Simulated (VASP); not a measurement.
Here is the system:

```yaml
crystal:
  lattice:
    - [3.67700, 0.00000, 0.00000]
    - [0.00000, 3.67700, 0.00000]
    - [0.00000, 0.00000, 3.67700]
  atoms:
    - { symbol: Ni, position: [0.00000, 0.50000, 0.50000] }
    - { symbol: Ni, position: [0.50000, 0.00000, 0.50000] }
    - { symbol: Ni, position: [0.50000, 0.50000, 0.00000] }
    - { symbol: Sb, position: [0.00000, 0.00000, 0.00000] }
```

All values below come from PBEsol GGA, VASP's PBE PAW potentials (set 64) (plane waves; VASP 6.6.1). Run with 400 eV cut-off, 9×9×9 Γ-centred mesh, tetrahedra with Blöchl corrections, potentials Ni Sb.

The cores are frozen, which limits the accuracy of field gradients.

Give the principal components of the electric field gradient (V/Å²) and the asymmetry η at each nucleus.

```csv
atom,Vxx,Vyy,Vzz,η
Ni1,19.7,19.7,-39.4,0.00
Ni2,19.7,19.7,-39.4,0.00
Ni3,19.7,19.7,-39.4,0.00
Sb4,0.0,0.0,0.0,-
```

The structure comes from a computed database's Ni3Sb entry (Pm-3m); how it stands against other phases isn't given here. It was relaxed first. The run is not spin-polarised, so no magnetic state was tried.
